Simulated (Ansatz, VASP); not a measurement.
# SnSe: VASP beside Ansatz, part 2 of 2

Aim: how closely do two programs agree when they are given the same cell, functional and k mesh? The cell is taken from a series of runs on this material, whose earlier steps may have relaxed, scaled, displaced or heated it; both programs get it as it stands.

VASP 6.6.1 and Ansatz 0.2.0.

So far: Set-up; Ansatz: G0W0 gap, PBE.

## 3. VASP: G0W0 gap, PBE

Level of this step: G0W0 on PBE; plane waves and PAW (Sn_d_GW, Se_GW) (VASP).

The same cell, functional and mesh now go to VASP, with its own data sets.

Lines of VASP's logs that name or quote its potential files are left out, and so is its time.

The run reads the wave functions of an earlier VASP run, which isn't shown here.

File INCAR:

```
SYSTEM = SnSe
PREC = Accurate
ENCUT = 300
ISMEAR = 0
SIGMA = 0.01
LREAL = .FALSE.
GGA = PE
NBANDS = 496
ALGO = EVGW0
NELMGW = 1
ENCUTGW = 96
NOMEGA = 64
PRECFOCK = Fast
NBANDSGW = 48
LWAVE = .FALSE.
LCHARG = .FALSE.
```

File POSCAR:

```
SnSe
1.0
   11.5382881110      0.0000000000      0.0000000000
    0.0000000000      4.1742757603      0.0000000000
    0.0000000000      0.0000000000      4.3795710075
Sn Se
4 4
Direct
    0.1186730098      0.2500000000      0.0923094090
    0.8813269902      0.7500000000      0.9076905910
    0.3813269902      0.7500000000      0.5923094090
    0.6186730098      0.2500000000      0.4076905910
    0.8567357582      0.2500000000      0.4796953225
    0.1432642418      0.7500000000      0.5203046775
    0.6432642418      0.7500000000      0.9796953225
    0.3567357582      0.2500000000      0.0203046775
```

File KPOINTS:

```
Automatic mesh
0
Gamma
2 4 4
0 0 0
```

Potentials, in the order of the species: Sn_d_GW and Se_GW (PBE family, release 64).

The run is started by

```console
$ mpirun -np 16 vasp_std
```

Numbers of over 12 decimals in the logs are rounded to 6 here.

What it wrote:

```text
[banner, memory and clock lines left out]
running   16 mpi-ranks, on    1 nodes
 distrk:  each k-point on   16 cores,    1 groups
 distr:  one band on    1 cores,   16 groups

 POSCAR found type information on POSCAR SnSe
 POSCAR found :  2 types and       8 ions
|                                                                             |
|           W    W    AA    RRRRR   N    N  II  N    N   GGGG   !!!           |
|           W    W   A  A   R    R  NN   N  II  NN   N  G    G  !!!           |
|           W    W  A    A  R    R  N N  N  II  N N  N  G       !!!           |
|           W WW W  AAAAAA  RRRRR   N  N N  II  N  N N  G  GGG   !            |
|           WW  WW  A    A  R   R   N   NN  II  N   NN  G    G                |
|           W    W  A    A  R    R  N    N  II  N    N   GGGG   !!!           |
|                                                                             |
|     For optimal performance we recommend to set                             |
|       NCORE = 2 up to number-of-cores-per-socket                            |
|     NCORE specifies how many cores store one orbital (NPAR=cpu/NCORE).      |
|     This setting can greatly improve the performance of VASP for DFT.       |
|     The default, NCORE=1 might be grossly inefficient on modern             |
|     multi-core architectures or massively parallel machines. Do your        |
|     Unfortunately you need to use the default for GW and RPA                |
|     calculations (for HF NCORE is supported but not extensively tested      |
|     yet).                                                                   |
|                                                                             |

|                                                                             |
|           W    W    AA    RRRRR   N    N  II  N    N   GGGG   !!!           |
|           W    W   A  A   R    R  NN   N  II  NN   N  G    G  !!!           |
|           W    W  A    A  R    R  N N  N  II  N N  N  G       !!!           |
|           W WW W  AAAAAA  RRRRR   N  N N  II  N  N N  G  GGG   !            |
|           WW  WW  A    A  R   R   N   NN  II  N   NN  G    G                |
|           W    W  A    A  R    R  N    N  II  N    N   GGGG   !!!           |
|                                                                             |
|     The default for ENCUTGWSOFT is different in this version of VASP.       |
|     please manually set ENCUTGWSOFT =96 in the INCAR file.                  |
|                                                                             |

 LDA part: xc-table for (Slater+PW92), standard interpolation
 found WAVECAR, reading the header
 POSCAR, INCAR and KPOINTS ok, starting setup
 FFT: planning ... GRIDC
 FFT: planning ... GRID_SOFT
 FFT: planning ... GRID
 reading WAVECAR
 the WAVECAR file was read successfully
 initial charge from wavefunction
 available memory per node:     67.55 GB, setting MAXMEM to     69167

 The Fermi energy was updated, please check that it is located mid-gap
 values below the HOMO (VB) or above the LUMO (CB) will cause erroneous energies
 E-fermi :   4.5248

 calculate exact exchange contribution
 the WAVEDER file was read successfully
energies w=
    0.000    0.000    0.345    0.000    0.689    0.000    1.032    0.000
    1.372    0.000    1.709    0.000    2.043    0.000    2.373    0.000
    2.699    0.000    3.021    0.000    3.338    0.000    3.650    0.000
    3.959    0.000    4.263    0.000    4.563    0.000    4.860    0.000
    5.154    0.000    5.445    0.000    5.734    0.000    6.021    0.000
    6.307    0.000    6.593    0.000    6.880    0.000    7.167    0.000
    7.455    0.000    7.747    0.000    8.041    0.000    8.339    0.000
    8.643    0.000    8.952    0.000    9.269    0.000    9.594    0.000
    9.928    0.000   10.274    0.000   10.632    0.000   11.005    0.000
   11.395    0.000   11.803    0.000   12.233    0.000   12.687    0.000
   13.170    0.000   13.686    0.000   14.238    0.000   14.834    0.000
   15.480    0.000   16.184    0.000   16.956    0.000   17.809    0.000
   18.758    0.000   19.822    0.000   21.026    0.000   22.400    0.000
   23.987    0.000   25.841    0.000   28.038    0.000   30.683    0.000
   33.929    0.000   38.007    0.000   43.279    0.000   50.354    0.000
   60.331    0.000   75.429    0.000  100.894    0.000  152.828    0.000
 responsefunction array rank=     480
 LDA part: xc-table for (Slater+PW92), standard interpolation

 min. memory requirement per mpi rank    462.4 MB, per node   7397.8 MB

 allocating   4 responsefunctions rank=   480
 shmem allocating  64 responsefunctions rank=   480
 response function shared by NCSHMEM nodes    1
 Doing            4  frequencies on each core in blocks of           64
NQ=   1    0.0000    0.0000    0.0000,
|.........|.........|.........|.........|.........|.........|.........|.........
 performed       2024000 updates of chi_q(r,r)
 total number of BLAS operations       3471.83 Gflops
NQ=   2    0.5000    0.0000    0.0000,
|.........|.........|.........|.........|.........|.........|.........|.........
 performed       4048000 updates of chi_q(r,r)
 total number of BLAS operations       6869.08 Gflops
NQ=   3    0.0000    0.2500    0.0000,
|.........|.........|.........|.........|.........|.........|.........|.........
 performed       6548000 updates of chi_q(r,r)
 total number of BLAS operations      10902.08 Gflops
NQ=   4    0.5000    0.2500    0.0000,
|.........|.........|.........|.........|.........|.........|.........|.........
 performed       9048000 updates of chi_q(r,r)
 total number of BLAS operations      14881.37 Gflops
NQ=   5    0.0000    0.5000    0.0000,
|.........|.........|.........|.........|.........|.........|.........|.........
 performed      11072000 updates of chi_q(r,r)
 total number of BLAS operations      18398.34 Gflops
NQ=   6    0.5000    0.5000    0.0000,
|.........|.........|.........|.........|.........|.........|.........|.........
 performed      13096000 updates of chi_q(r,r)
 total number of BLAS operations      21825.32 Gflops
NQ=   7    0.0000    0.0000    0.2500,
|.........|.........|.........|.........|.........|.........|.........|.........
 performed      15596000 updates of chi_q(r,r)
 total number of BLAS operations      26039.97 Gflops
NQ=   8    0.5000    0.0000    0.2500,
|.........|.........|.........|.........|.........|.........|.........|.........
 performed      18096000 updates of chi_q(r,r)
 total number of BLAS operations      30163.29 Gflops
NQ=   9    0.0000    0.2500    0.2500,
|.........|.........|.........|.........|.........|.........|.........|.........
 performed      20787000 updates of chi_q(r,r)
 total number of BLAS operations      34542.22 Gflops
NQ=  10    0.5000    0.2500    0.2500,
|.........|.........|.........|.........|.........|.........|.........|.........
 performed      23478000 updates of chi_q(r,r)
 total number of BLAS operations      38979.61 Gflops
NQ=  11    0.0000    0.5000    0.2500,
|.........|.........|.........|.........|.........|.........|.........|.........
 performed      25978000 updates of chi_q(r,r)
 total number of BLAS operations      42923.29 Gflops
NQ=  12    0.5000    0.5000    0.2500,
|.........|.........|.........|.........|.........|.........|.........|.........
 performed      28478000 updates of chi_q(r,r)
 total number of BLAS operations      47010.36 Gflops
NQ=  13    0.0000    0.0000    0.5000,
|.........|.........|.........|.........|.........|.........|.........|.........
 performed      30502000 updates of chi_q(r,r)
 total number of BLAS operations      50174.40 Gflops
NQ=  14    0.5000    0.0000    0.5000,
|.........|.........|.........|.........|.........|.........|.........|.........
 performed      32526000 updates of chi_q(r,r)
 total number of BLAS operations      53367.13 Gflops
NQ=  15    0.0000    0.2500    0.5000,
|.........|.........|.........|.........|.........|.........|.........|.........
 performed      35026000 updates of chi_q(r,r)
 total number of BLAS operations      57382.18 Gflops
NQ=  16    0.5000    0.2500    0.5000,
|.........|.........|.........|.........|.........|.........|.........|.........
 performed      37526000 updates of chi_q(r,r)
 total number of BLAS operations      61325.86 Gflops
NQ=  17    0.0000    0.5000    0.5000,
|.........|.........|.........|.........|.........|.........|.........|.........
 performed      39550000 updates of chi_q(r,r)
 total number of BLAS operations      64461.33 Gflops
NQ=  18    0.5000    0.5000    0.5000,
|.........|.........|.........|.........|.........|.........|.........|.........
 performed      41574000 updates of chi_q(r,r)
 total number of BLAS operations      67483.81 Gflops
 resolving degeneracies of screened two electron integrals

 calculate QP shifts <psi_nk| G(iteration)W_0 |psi_nk>: iteration 1
 entering main loop
```

OUTCAR, selected parts (step 3):

```text
ion  position               nearest neighbor table
   1  0.119  0.250  0.092-   8 2.76   6 2.82   6 2.82
   2  0.881  0.750  0.908-   7 2.76   5 2.82   5 2.82
   3  0.381  0.750  0.592-   6 2.76   8 2.82   8 2.82
   4  0.619  0.250  0.408-   5 2.76   7 2.82   7 2.82
   5  0.857  0.250  0.480-   4 2.76   2 2.82   2 2.82
   6  0.143  0.750  0.520-   3 2.76   1 2.82   1 2.82
   7  0.643  0.750  0.980-   2 2.76   4 2.82   4 2.82
   8  0.357  0.250  0.020-   1 2.76   3 2.82   3 2.82

  LATTYP: Found a simple orthorhombic cell.
 ALAT       =     4.1742757603
 B/A-ratio  =     1.0491810458
 C/A-ratio  =     2.7641413202

 Subroutine GETGRP returns: Found  8 space group operations
 (whereof  2 operations were pure point group operations)

The static configuration has the point symmetry S_2 .
 The point group associated with its full space group is D_2h.

 Found     18 irreducible k-points:

   k-points           NKPTS =     18   k-points in BZ     NKDIM =     32   number of bands    NBANDS=    496

   dimension x,y,z NGX =    70 NGY =   24 NGZ =   28
   dimension x,y,z NGXF=   140 NGYF=   48 NGZF=   56

   ENCUT  =  300.0 eV  22.05 Ry    4.70 a.u.  16.30  5.90  6.19*2*pi/ulx,y,z

   NELECT =      80.0000    total number of electrons

  energy-cutoff  :      300.00
  volume of cell :      210.94
      direct lattice vectors                 reciprocal lattice vectors
    11.538288111  0.000000000  0.000000000     0.086667969  0.000000000  0.000000000
     0.000000000  4.174275760  0.000000000     0.000000000  0.239562515  0.000000000
     0.000000000  0.000000000  4.379571008     0.000000000  0.000000000  0.228332866

 k-points in reciprocal lattice and weights: Automatic mesh
   0.00000000  0.00000000  0.00000000       0.031
   0.50000000  0.00000000  0.00000000       0.031
   0.00000000  0.25000000  0.00000000       0.062
   0.50000000  0.25000000  0.00000000       0.062
   0.00000000  0.50000000  0.00000000       0.031
   0.50000000  0.50000000  0.00000000       0.031
   0.00000000  0.00000000  0.25000000       0.062
   0.50000000  0.00000000  0.25000000       0.062
   0.00000000  0.25000000  0.25000000       0.125
[...]
0.00000000  0.50000000  0.50000000       0.031
   0.50000000  0.50000000  0.50000000       0.031

 E-fermi :   4.5248

 QP shifts <psi_nk| G(iteration)W_0 |psi_nk>: iteration 1
 for sc-GW calculations column KS-energies equals QP-energies in previous step
 and V_xc(KS)=  KS-energies - (<T + V_ion + V_H > + <T+V_H+V_ion>^1  + <V_x>^1)
 k-point   1 :       0.0000    0.0000    0.0000
  band No.  KS-energies  QP-energies   sigma(KS)   V_xc(KS)     V^pw_x(r,r')   Z            occupation Imag(sigma)
    ...
     37       2.7299       2.4029     -12.3022     -11.8506     -14.2500       0.7240       2.0000       0.0921
     38       3.0199       2.6786     -11.8880     -11.4240     -13.2314       0.7357       2.0000       0.0900
     39       3.6648       3.3542     -11.9595     -11.5377     -13.2742       0.7363       2.0000       0.0751
     40       3.8094       3.5056     -12.1439     -11.7328     -13.4618       0.7391       2.0000       0.0751
     41       4.9096       4.8910      -9.8945      -9.8703      -6.6877       0.7667       0.0000      -0.0371
     42       7.3617       7.4638     -10.1292     -10.2657      -6.0515       0.7477       0.0000      -0.0837
     43       7.5005       7.4393      -9.1415      -9.0609      -5.0715       0.7592       0.0000      -0.0858
     44       7.5139       7.4845      -9.2536      -9.2149      -5.1330       0.7592       0.0000      -0.0856
    ...

 k-point   2 :       0.5000    0.0000    0.0000
  band No.  KS-energies  QP-energies   sigma(KS)   V_xc(KS)     V^pw_x(r,r')   Z            occupation Imag(sigma)
    ...
     37       2.4447       2.1023     -12.1186     -11.6438     -14.1355       0.7212       2.0000       0.0996
     38       2.4447       2.1023     -12.1186     -11.6438     -14.1355       0.7212       2.0000       0.0996
     39       3.7869       3.4792     -12.1609     -11.7434     -13.5332       0.7371       2.0000       0.0754
     40       3.7869       3.4792     -12.1609     -11.7434     -13.5332       0.7371       2.0000       0.0754
     41       6.9056       6.9981     -10.4856     -10.6087      -6.6684       0.7521       0.0000      -0.0722
     42       6.9056       6.9981     -10.4856     -10.6087      -6.6684       0.7521       0.0000      -0.0722
     43       7.1436       7.1070      -9.2197      -9.1717      -5.2296       0.7622       0.0000      -0.0769
     44       7.1436       7.1070      -9.2197      -9.1717      -5.2296       0.7622       0.0000      -0.0769
    ...

 k-point   3 :       0.0000    0.2500    0.0000
  band No.  KS-energies  QP-energies   sigma(KS)   V_xc(KS)     V^pw_x(r,r')   Z            occupation Imag(sigma)
    ...
     37       2.9330       2.6021     -11.7775     -11.3269     -13.2279       0.7342       2.0000       0.0862
     38       3.5069       3.1812     -11.7018     -11.2628     -12.7528       0.7418       2.0000       0.0781
     39       3.6576       3.3415     -12.1518     -11.7226     -13.5334       0.7367       2.0000       0.0767
     40       4.0178       3.7889     -12.0686     -11.7649     -12.5534       0.7536       2.0000       0.0679
     41       5.3635       5.3859      -9.9175      -9.9468      -6.4684       0.7657       0.0000      -0.0441
     42       5.3852       5.3964      -9.9999     -10.0146      -6.8744       0.7636       0.0000      -0.0431
     43       6.7628       6.8688     -10.3426     -10.4832      -6.4807       0.7537       0.0000      -0.0632
     44       6.8289       6.8975     -10.3883     -10.4798      -6.7480       0.7494       0.0000      -0.0705
    ...

 k-point   4 :       0.5000    0.2500    0.0000
  band No.  KS-energies  QP-energies   sigma(KS)   V_xc(KS)     V^pw_x(r,r')   Z            occupation Imag(sigma)
    ...
     37       2.8284       2.4955     -11.5951     -11.1420     -12.9922       0.7350       2.0000       0.0914
     38       2.8284       2.4955     -11.5951     -11.1420     -12.9922       0.7350       2.0000       0.0914
     39       3.8604       3.5824     -12.1116     -11.7384     -13.0912       0.7448       2.0000       0.0710
     40       3.8604       3.5824     -12.1116     -11.7384     -13.0912       0.7448       2.0000       0.0710
     41       5.9865       6.0277     -10.1946     -10.2490      -6.8421       0.7585       0.0000      -0.0501
     42       5.9865       6.0277     -10.1946     -10.2490      -6.8421       0.7585       0.0000      -0.0501
     43       6.8710       6.9662     -10.2791     -10.4058      -6.3912       0.7514       0.0000      -0.0656
     44       6.8710       6.9662     -10.2791     -10.4058      -6.3912       0.7514       0.0000      -0.0656
    ...

[... 4 further parts left out ...]
```

## 4. Comparison

Known differences besides the potentials themselves: fixed occupations in Ansatz, narrow Gaussian smearing in VASP; the data sets hold 120 valence electrons in Ansatz (on its default PAW (the set named soft_2) files) and 80 in VASP; the cutoff is 420 eV in Ansatz and 300 eV in VASP; VASP leaves aspherical gradient terms in its spheres out (LASPH is not set), Ansatz keeps them; Ansatz integrates over frequency by contour deformation, VASP on a grid of NOMEGA points; Ansatz's G0W0 levels solve the quasiparticle equation, VASP's are linearised. Total energies have different zeros and are not compared.

Both answers:

| quantity | Ansatz | VASP | difference |
| --- | --- | --- | --- |
| G0W0 gap on the mesh (eV) | 0.98 | 0.98 | 0.00 |
| Kohn-Sham gap under it (eV) | 0.77 | 0.77 | 0.00 |

## 5. What came out

```yaml
difference_in_g0w0_gap_on_the_mesh_g0w0_gap_pbe: 0.0036 eV
```

In words: The difference in G0W0 gap on the mesh is 0.0036 eV (G0W0 gap, PBE). The data sets hold unlike numbers of valence electrons (120 in Ansatz and 80 in VASP), so part of the differences comes from the potentials. How closely two codes agree says nothing of how well the functional describes the real material.

[Lines on the potential files, build, host, timing and source positions are cut from VASP's logs without a mark.]

[Logs are printed without paths, hosts, clocks, repeated set-up lines and the standing remarks that a program may print on its own settings, such as how far it seeks lower states.]

[Hosts, paths, dates, database ids (printed as entryN), source tags and the programs' standing remarks are cut or masked in the printed files.]
